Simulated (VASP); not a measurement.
Given:

```yaml
crystal:
  lattice:
    - [-3.47772, 3.47772, 3.47772]
    - [3.47772, -3.47772, 3.47772]
    - [3.47772, 3.47772, -3.47772]
  atoms:
    - { symbol: Ge, position: [0.50000, 0.00000, 0.79863] }
    - { symbol: Ge, position: [0.50000, 0.00000, 0.20137] }
    - { symbol: Ge, position: [0.70137, 0.70137, 0.70137] }
    - { symbol: Ge, position: [0.29863, 0.29863, 0.29863] }
    - { symbol: Ge, position: [0.00000, 0.79863, 0.50000] }
    - { symbol: Ge, position: [0.00000, 0.20137, 0.50000] }
    - { symbol: Ge, position: [0.79863, 0.50000, 0.00000] }
    - { symbol: Ge, position: [0.20137, 0.50000, 0.00000] }
```

Method: r2SCAN meta-GGA, VASP's PBE PAW potentials (set 64) (plane waves; VASP). Run with 400 eV cut-off, 7×7×7 Γ-centred mesh, tetrahedra with Blöchl corrections, potentials Ge_d.

**Question.** Give the energies of bands 49 to 62 at the high-symmetry points, in eV from the Fermi level.

**Answer.** 
| band | Γ | H | N | P |
|---|---|---|---|---|
| 49 | -4.81 | -3.77 | -4.37 | -3.21 |
| 50 | -4.81 | -3.77 | -4.37 | -3.21 |
| 51 | -3.82 | -2.61 | -2.75 | -3.21 |
| 52 | -3.82 | -2.61 | -2.75 | -3.21 |
| 53 | -3.82 | -2.61 | -2.18 | -2.98 |
| 54 | -1.51 | -1.53 | -2.18 | -2.98 |
| 55 | -1.51 | 0.23 | -1.33 | -2.98 |
| 56 | -1.03 | 0.23 | -1.33 | -2.98 |
| 57 | 1.71 | 0.23 | 0.46 | 2.26 |
| 58 | 1.71 | 1.47 | 0.46 | 2.26 |
| 59 | 1.71 | 2.78 | 2.04 | 2.26 |
| 60 | 4.01 | 3.00 | 2.04 | 2.26 |
| 61 | 4.01 | 3.00 | 2.56 | 3.94 |
| 62 | 4.01 | 3.00 | 2.56 | 3.94 |

It has no gap at this level: it comes out as a metal or semimetal.

The structure comes from a computed database's Ge entry (Ia-3); how it stands against other phases isn't given here. It was relaxed first.
